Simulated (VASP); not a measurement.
## How PAW data sets and speed settings change a VASP run on B5W2

A convergence test on B5W2: the PAW data sets and speed settings. The series runs use LDA. The PAW data sets tried: minimal 64: B W; recommended 54: B W; materialsproject 64: B W_sv; gw 64: B_GW W_sv_GW; hard 64: B_h W; soft 64: B_s W. The speed settings tried: KPAR = 1, NCORE = 1; KPAR = 1, NCORE = 2; KPAR = 1, NCORE = 8; KPAR = 2, NCORE = 1; KPAR = 2, NCORE = 4; KPAR = 8, NCORE = 1; LREAL = Auto; NSIM = 1; NSIM = 8; ALGO = Fast; ISYM = 0; PREC = Normal; LPLANE = .FALSE.. The start is a cell from a database of measured crystal structures.

Program: VASP 6.6.1. Level of theory: LDA; plane waves and PAW (B, W), in the first sound run; inputs show where later runs differ. Results are calculated unless marked as measured.

### Step 1. Set-up

It takes space group R-3m (No. 166, trigonal). The conventional cell has a = 3.011 Å, b = 3.011 Å, c = 20.930 Å, α = 90.00°, β = 90.00°, γ = 120.00°. Nearest to B lie 6 B at 1.78 to 1.92 Å and 4 W at 2.31 to 2.32 Å. Nearest to B lie 3 B at 1.74 Å and 6 W at 2.34 to 2.35 Å. Nearest to B lie 6 B at 1.78 Å and 6 W at 2.59 Å. Nearest to W lie 13 B at 2.31 to 2.59 Å. Farther neighbours are not listed.

### Step 2. PAW data sets: minimal 64: B W

Data sets differ in which electrons are valence and how hard the partial waves are. LDA, the lowest rung, knows the local density alone.

Contents of INCAR:

```
SYSTEM = B5W2
PREC = Accurate
ENCUT = 420
EDIFF = 1E-06
NELM = 100
ISMEAR = -1
SIGMA = 0.05
LREAL = .FALSE.
ALGO = Normal
GGA = CA
NBANDS = 20
LASPH = .TRUE.
LORBIT = 11
LWAVE = .FALSE.
LCHARG = .FALSE.
KPAR = 8
ISIF = 2
```

Contents of POSCAR:

```
B5W2
1.0
    3.0110000000      0.0000000000      0.0000000000
   -1.5055000000     -2.6076024908      0.0000000000
    0.0000000000      1.7384016605     -6.9766666667
B W
5 2
Direct
    0.8140000000      0.6280000000      0.4420000000
    0.1860000000      0.3720000000      0.5580000000
    0.6670000000      0.3340000000      0.0010000000
    0.3330000000      0.6660000000      0.9990000000
    0.5000000000      0.0000000000      0.5000000000
    0.9250000000      0.8500000000      0.7750000000
    0.0750000000      0.1500000000      0.2250000000
```

Contents of KPOINTS:

```
Automatic mesh
0
Gamma
9 9 9
0 0 0
```

Potentials, in the order of the species: B and W (PBE family, release 64).

Command:

```sh
> mpirun -np 8 vasp_std
```

What it wrote:

```text
[banner, memory and clock lines left out]
running    8 mpi-ranks, on    1 nodes
 distrk:  each k-point on    1 cores,    8 groups
 distr:  one band on    1 cores,    1 groups

 POSCAR found type information on POSCAR B W
 POSCAR found :  2 types and       7 ions
|                                                                             |
|           W    W    AA    RRRRR   N    N  II  N    N   GGGG   !!!           |
|           W    W   A  A   R    R  NN   N  II  NN   N  G    G  !!!           |
|           W    W  A    A  R    R  N N  N  II  N N  N  G       !!!           |
|           W WW W  AAAAAA  RRRRR   N  N N  II  N  N N  G  GGG   !            |
|           WW  WW  A    A  R   R   N   NN  II  N   NN  G    G                |
|           W    W  A    A  R    R  N    N  II  N    N   GGGG   !!!           |
|                                                                             |
|     For optimal performance we recommend to set                             |
|       NCORE = 2 up to number-of-cores-per-socket                            |
|     NCORE specifies how many cores store one orbital (NPAR=cpu/NCORE).      |
|     This setting can greatly improve the performance of VASP for DFT.       |
|     The default, NCORE=1 might be grossly inefficient on modern             |
|     multi-core architectures or massively parallel machines. Do your        |
|     Unfortunately you need to use the default for GW and RPA                |
|     calculations (for HF NCORE is supported but not extensively tested      |
|     yet).                                                                   |
|                                                                             |

|                                                                             |
|               ----> ADVICE to this user running VASP <----                  |
|                                                                             |
|     You enforced a specific xc type in the INCAR file but a different       |
|     [... a line on the potential file left out ...]
|     I HOPE YOU KNOW WHAT YOU ARE DOING!                                     |
|                                                                             |

 LDA part: xc-table for (Slater(with rela. corr.)+CA(PZ))
 , standard interpolation
 POSCAR, INCAR and KPOINTS ok, starting setup
 FFT: planning ... GRIDC
 FFT: planning ... GRID_SOFT
 FFT: planning ... GRID
 WAVECAR not read
 entering main loop
       N       E                     dE             d eps       ncg     rms          rms(c)
DAV:   1     0.583502049031E+02    0.58350E+02   -0.11083E+04  3400   0.104E+03
DAV:   2    -0.631912736858E+02   -0.12154E+03   -0.11638E+03  4068   0.262E+02
DAV:   3    -0.712137415187E+02   -0.80225E+01   -0.76563E+01  5040   0.535E+01
DAV:   4    -0.713627211658E+02   -0.14898E+00   -0.14751E+00  4780   0.609E+00
DAV:   5    -0.713646276464E+02   -0.19065E-02   -0.19006E-02  4732   0.655E-01    0.528E+01
DAV:   6    -0.644068712640E+02    0.69578E+01   -0.56676E+01  4804   0.331E+01    0.165E+01
DAV:   7    -0.639344855870E+02    0.47239E+00   -0.85666E+00  4512   0.187E+01    0.139E+01
DAV:   8    -0.636119020385E+02    0.32258E+00   -0.16403E+00  4624   0.742E+00    0.415E+00
DAV:   9    -0.636157295798E+02   -0.38275E-02   -0.99600E-02  4300   0.208E+00    0.232E-01
DAV:  10    -0.636149875460E+02    0.74203E-03   -0.30578E-03  4552   0.363E-01    0.971E-02
DAV:  11    -0.636148939774E+02    0.93569E-04   -0.46388E-04  4592   0.131E-01    0.296E-02
DAV:  12    -0.636148857439E+02    0.82335E-05   -0.21863E-05  4292   0.354E-02    0.844E-03
DAV:  13    -0.636148851309E+02    0.61295E-06   -0.22743E-06  3120   0.868E-03
   1 F= -.63614885E+02 E0= -.63606194E+02  d E =-.173833E-01
```

The job ended after 8.4 s (8 MPI ranks of Intel Xeon Platinum 8488C (Sapphire Rapids), shared host; peak memory 1.4 GiB; 56 s of CPU time).

The logs omit lines about the potential files and the build; timing stands in the text.

From OUTCAR (step 2):

```text
ion  position               nearest neighbor table
   1  0.814  0.628  0.442-   5 1.78   5 1.78   5 1.78   2 1.92   2 1.92   2 1.92   7 2.31   7 2.31
                             7 2.31   6 2.32
   2  0.186  0.372  0.558-   5 1.78   5 1.78   5 1.78   1 1.92   1 1.92   1 1.92   6 2.31   6 2.31
                             6 2.31   7 2.32
   3  0.667  0.334  0.001-   4 1.74   4 1.74   4 1.74   7 2.34   7 2.34   7 2.34   6 2.35   6 2.35
                             6 2.35
   4  0.333  0.666  0.999-   3 1.74   3 1.74   3 1.74   6 2.34   6 2.34   6 2.34   7 2.35   7 2.35
                             7 2.35
   5  0.500  0.000  0.500-   1 1.78   2 1.78   1 1.78   2 1.78   2 1.78   1 1.78   6 2.59   7 2.59
                             7 2.59   6 2.59   6 2.59   7 2.59
   6  0.925  0.850  0.775-   2 2.31   2 2.31   2 2.31   1 2.32   4 2.34   4 2.34   4 2.34   3 2.35
                             3 2.35   3 2.35   5 2.59   5 2.59   5 2.59   7 3.14
   7  0.075  0.150  0.225-   1 2.31   1 2.31   1 2.31   2 2.32   3 2.34   3 2.34   3 2.34   4 2.35
                             4 2.35   4 2.35   5 2.59   5 2.59   5 2.59   6 3.14

  LATTYP: Found a trigonal (rhomboedric) cell.
 ALAT       =     7.1899873513
 COS(alpha) =     0.9123129898

 Subroutine GETGRP returns: Found 12 space group operations
 (whereof 12 operations were pure point group operations)

The static configuration has the point symmetry D_3d.

 Found     85 irreducible k-points:

   k-points           NKPTS =     85   k-points in BZ     NKDIM =     85   number of bands    NBANDS=     20

   dimension x,y,z NGX =    20 NGY =   20 NGZ =   48
   dimension x,y,z NGXF=    40 NGYF=   40 NGZF=   96

   ENCUT  =  420.0 eV  30.87 Ry    5.56 a.u.   5.03  5.03 12.01*2*pi/ulx,y,z

   NELECT =      27.0000    total number of electrons

 k-points in reciprocal lattice and weights: Automatic mesh
   0.00000000  0.00000000  0.00000000       0.001
   0.11111111 -0.00000000  0.00000000       0.008
   0.22222222  0.00000000  0.00000000       0.008
   0.33333333 -0.00000000  0.00000000       0.008
   0.44444444  0.00000000  0.00000000       0.008
   0.00000000  0.11111111  0.00000000       0.008
   0.11111111  0.11111111  0.00000000       0.016
   0.22222222  0.11111111  0.00000000       0.016
   0.33333333  0.11111111  0.00000000       0.016
[...]
0.00000000  0.00000000  0.44444444       0.003
   0.11111111 -0.00000000  0.44444444       0.008

 average (electrostatic) potential at core
       1 -23.6529       2 -23.6529       3 -22.9400       4 -22.9400       5 -23.9404
       6 -35.2474       7 -35.2474

 E-fermi :  10.7843

 k-point     1 :       0.0000    0.0000    0.0000
  band No.  band energies     occupation
    ...
     12       8.3797      2.00000
     13       8.3797      2.00000
     14       8.9012      2.00000
     15       9.9514      2.00000
     16       9.9514      2.00000
     17      11.3973      0.00001
     18      11.3973      0.00001
     19      12.5225      0.00000
     20      13.3140      0.00000

 k-point     2 :       0.1111   -0.0000    0.0000
  band No.  band energies     occupation
    ...
     12       8.0896      2.00000
     13       8.8399      2.00000
     14       9.3922      2.00000
     15      10.2310      1.99997
     16      10.3241      1.99980
     17      11.7031      0.00000
     18      12.0397      0.00000
     19      12.8967      0.00000
     20      13.3632      0.00000

 k-point     3 :       0.2222    0.0000    0.0000
  band No.  band energies     occupation
    ...
     10       5.8671      2.00000
     11       7.1725      2.00000
     12       8.6260      2.00000
     13       9.2703      2.00000
     14       9.7420      2.00000
     15      11.4266      0.00001
     16      11.6874      0.00000
     17      11.9538      0.00000
     18      12.8630      0.00000
     19      13.0753      0.00000
    ...

  Total        6.0655438      6.0655438      4.9477656      0.0000000      0.0000000      0.0000000
  in kB      177.4108641    177.4108641    144.7170110      0.0000000      0.0000000      0.0000000
  external PRESSURE =     166.5129130 kB  Pullay stress =       0.0000000 kB

  energy-cutoff  :      420.00
  volume of cell :       54.78
      direct lattice vectors                 reciprocal lattice vectors
     3.011000000  0.000000000  0.000000000     0.332115576 -0.191747017 -0.047778309
    -1.505500000 -2.607602491  0.000000000     0.000000000 -0.383494035 -0.095556617
     0.000000000  1.738401660 -6.976666667     0.000000000  0.000000000 -0.143334926

 POSITION                                       TOTAL-FORCE (eV/Angst)
 -----------------------------------------------------------------------------------
      1.50550     -0.86920     -3.08369        -0.000000     -0.000000     -0.464189
      0.00000     -0.00000     -3.89298         0.000000      0.000000      0.464189
      1.50550     -0.86920     -0.00698        -0.000000     -0.000000     -0.420685
      0.00000     -0.00000     -6.96969         0.000000      0.000000      0.420685
      1.50550      0.86920     -3.48833         0.000000      0.000000      0.000000
      1.50550     -0.86920     -5.40692        -0.000000      0.000000      0.359479
      0.00000     -0.00000     -1.56975         0.000000     -0.000000     -0.359479
 -----------------------------------------------------------------------------------
    total drift:                               -0.000000     -0.000000      0.000000

  FREE ENERGIE OF THE ION-ELECTRON SYSTEM (eV)
  ---------------------------------------------------
  free  energy   TOTEN  =       -63.6148851309 eV

  energy  without entropy=      -63.5975018713  energy(sigma->0) =      -63.60619350

 total charge
# of ion       s       p       d       tot
------------------------------------------
    1        0.657   1.385   0.000   2.042
    2        0.657   1.385   0.000   2.042
    3        0.661   1.407   0.000   2.068
    4        0.661   1.407   0.000   2.068
    5        0.649   1.361   0.000   2.010
    6        0.535   0.733   4.726   5.993
    7        0.535   0.733   4.726   5.993
--------------------------------------------------
tot          4.354   8.410   9.452  22.216

[... 3 further parts left out ...]
```

This run has no spin polarisation. Its electron count is odd, so without a moment it is a metal by construction. The PAW data sets were made with PBE, though LDA sets exist; this is a small mismatch. The data set W keeps the semicore shell frozen, which is cheaper and a little less accurate.

Numbers from this step:

```yaml
electronic_steps: 13
electrons: 27
bands: 20
irreducible_k_points: 85
symmetry_operations: 12
free_energy_toten: -63.6149 eV
energy_at_zero_smearing: -63.6062 eV
fermi_energy: 10.78 eV
pressure: 16.65 GPa
metallic: yes
```

The series starts at -9.0866 eV an atom and 16.65 GPa, after 13 cycles in 8.4 s.

### Step 3. PAW data sets: recommended 54: B W

INCAR is that of step 2.

POSCAR is that of step 2.

KPOINTS is that of step 2.

PAW data sets: B and W (PBE family, release 54).

Command:

```sh
> mpirun -np 8 vasp_std
```

What it wrote:

```text
[banner, memory and clock lines left out]
running    8 mpi-ranks, on    1 nodes
[...]
[... a notice as in an earlier step ...]

 [... a notice as in an earlier step ...]

 LDA part: xc-table for (Slater(with rela. corr.)+CA(PZ))
 , standard interpolation
 POSCAR, INCAR and KPOINTS ok, starting setup
[...]
entering main loop
       N       E                     dE             d eps       ncg     rms          rms(c)
[... 13 cycles as in an earlier step ...]
   1 F= -.63614885E+02 E0= -.63606194E+02  d E =-.173833E-01
```

Run time: 8.6 s. Hardware: 8 MPI ranks; peak memory 1.4 GiB.

OUTCAR, selected parts (step 3):

```text
[... 6 parts as in an earlier step ...]

[... 1 further part left out ...]
[key lines of the parts left out:]
E-fermi :  10.7843
```

With 27 valence electrons the pressure is 16.65 GPa, +0.00 GPa from the first of the series, after 13 cycles in 8.6 s.

### Step 4. PAW data sets: materialsproject 64: B W sv

This step: LDA; plane waves and PAW (B, W_sv) (VASP 6.6.1).

Edit INCAR of step 3 so:

```diff
@@ -10,3 +10,3 @@
 GGA = CA
-NBANDS = 20
+NBANDS = 28
 LASPH = .TRUE.
```

POSCAR is that of step 3.

KPOINTS is that of step 3.

Potentials, in the order of the species: B and W_sv (PBE family, release 64).

Command:

```sh
> mpirun -np 8 vasp_std
```

What it wrote:

```text
[... set-up lines as in an earlier step ...]
 entering main loop
       N       E                     dE             d eps       ncg     rms          rms(c)
DAV:   1     0.360689162164E+03    0.36069E+03   -0.21118E+04  4872   0.143E+03
DAV:   2    -0.484865844365E+02   -0.40918E+03   -0.39827E+03  4992   0.443E+02
DAV:   3    -0.708373640362E+02   -0.22351E+02   -0.21507E+02  6208   0.935E+01
DAV:   4    -0.712738890870E+02   -0.43653E+00   -0.43160E+00  6000   0.108E+01
[...]
DAV:  11    -0.634228729019E+02    0.10427E-04   -0.24349E-04  6008   0.103E-01    0.213E-02
DAV:  12    -0.634228730666E+02   -0.16472E-06   -0.16451E-05  5928   0.289E-02    0.793E-03
DAV:  13    -0.634228725876E+02    0.47901E-06   -0.21812E-06  3988   0.893E-03
   1 F= -.63422873E+02 E0= -.63414144E+02  d E =-.174568E-01
```

The job ended after 10 s (8 MPI ranks; peak memory 1.5 GiB; 72 s of CPU time).

From OUTCAR (step 4):

```text
  Total        5.9967931      5.9967931      4.7262578      0.0000000      0.0000000      0.0000000
  in kB      175.3999768    175.3999768    138.2381375      0.0000000      0.0000000      0.0000000
  external PRESSURE =     163.0126970 kB  Pullay stress =       0.0000000 kB

 POSITION                                       TOTAL-FORCE (eV/Angst)
 -----------------------------------------------------------------------------------
      1.50550     -0.86920     -3.08369         0.000000     -0.000000     -0.432638
      0.00000     -0.00000     -3.89298        -0.000000      0.000000      0.432638
      1.50550     -0.86920     -0.00698         0.000000     -0.000000     -0.426825
      0.00000     -0.00000     -6.96969        -0.000000      0.000000      0.426825
      1.50550      0.86920     -3.48833         0.000000      0.000000      0.000000
      1.50550     -0.86920     -5.40692         0.000000      0.000000      0.373246
      0.00000     -0.00000     -1.56975        -0.000000     -0.000000     -0.373246
 -----------------------------------------------------------------------------------
    total drift:                               -0.000000     -0.000000      0.000000

  FREE ENERGIE OF THE ION-ELECTRON SYSTEM (eV)
  ---------------------------------------------------
  free  energy   TOTEN  =       -63.4228725876 eV

  energy  without entropy=      -63.4054157782  energy(sigma->0) =      -63.41414418

[... 1 part as in an earlier step ...]

[... 2 further parts left out ...]
[key lines of the parts left out:]
E-fermi :  12.8426
```

With 43 valence electrons the pressure is 16.30 GPa, -0.35 GPa from the first of the series, after 13 cycles in 10 s.

### Step 5. PAW data sets: GW 64: B GW W sv GW

This step: LDA; plane waves and PAW (B_GW, W_sv_GW) (VASP 6.6.1).

INCAR is that of step 4.

POSCAR is that of step 4.

KPOINTS is that of step 4.

PAW data sets: B_GW and W_sv_GW (PBE family, release 64).

Command:

```sh
> mpirun -np 8 vasp_std
```

What it wrote:

```text
[... set-up lines as in an earlier step ...]
 entering main loop
       N       E                     dE             d eps       ncg     rms          rms(c)
DAV:   1     0.353714345375E+03    0.35371E+03   -0.22300E+04  4784   0.131E+03
DAV:   2    -0.494927526857E+02   -0.40321E+03   -0.39483E+03  6752   0.497E+02
DAV:   3    -0.792923196392E+02   -0.29800E+02   -0.29382E+02  7064   0.120E+02
DAV:   4    -0.801627232506E+02   -0.87040E+00   -0.86522E+00  7160   0.202E+01
[...]
DAV:  13    -0.676726604532E+02    0.17587E-04   -0.73546E-05  6204   0.571E-02    0.153E-01
DAV:  14    -0.676726535671E+02    0.68862E-05   -0.21302E-05  7092   0.302E-02    0.124E-01
DAV:  15    -0.676726538054E+02   -0.23837E-06   -0.13539E-06  3672   0.797E-03
   1 F= -.67672654E+02 E0= -.67663928E+02  d E =-.174514E-01
```

Elapsed: 13 s, on 8 MPI ranks; peak memory 1.6 GiB.

OUTCAR, selected parts (step 5):

```text
  Total        5.4130177      5.4130177      4.1951081      0.0000000      0.0000000      0.0000000
  in kB      158.3251508    158.3251508    122.7025595      0.0000000      0.0000000      0.0000000
  external PRESSURE =     146.4509537 kB  Pullay stress =       0.0000000 kB

 POSITION                                       TOTAL-FORCE (eV/Angst)
 -----------------------------------------------------------------------------------
      1.50550     -0.86920     -3.08369         0.000000     -0.000000     -0.438901
      0.00000     -0.00000     -3.89298         0.000000      0.000000      0.438901
      1.50550     -0.86920     -0.00698         0.000000     -0.000000     -0.427733
      0.00000     -0.00000     -6.96969        -0.000000      0.000000      0.427733
      1.50550      0.86920     -3.48833         0.000000      0.000000      0.000000
      1.50550     -0.86920     -5.40692         0.000000      0.000000      0.369919
      0.00000     -0.00000     -1.56975         0.000000     -0.000000     -0.369919
 -----------------------------------------------------------------------------------
    total drift:                               -0.000000     -0.000000      0.000000

  FREE ENERGIE OF THE ION-ELECTRON SYSTEM (eV)
  ---------------------------------------------------
  free  energy   TOTEN  =       -67.6726538054 eV

  energy  without entropy=      -67.6552023927  energy(sigma->0) =      -67.66392810

[... 2 parts as in an earlier step ...]

[... 1 further part left out ...]
[key lines of the parts left out:]
E-fermi :  13.6419
```

With 43 valence electrons the pressure is 14.65 GPa, -2.01 GPa from the first of the series, after 15 cycles in 13 s.

(Continued in part 2 of 4.)

[Lines on the potential files, build, host, timing and source positions are cut from VASP's logs without a mark.]

[Logs are printed without paths, hosts, clocks, repeated set-up lines and the standing remarks that a program may print on its own settings, such as how far it seeks lower states.]

[Hosts, paths, dates, database ids (printed as entryN), source tags and the programs' standing remarks are cut or masked in the printed files.]

[A measured line is paired with the nearest computed mode of its activity, which favours agreement.]
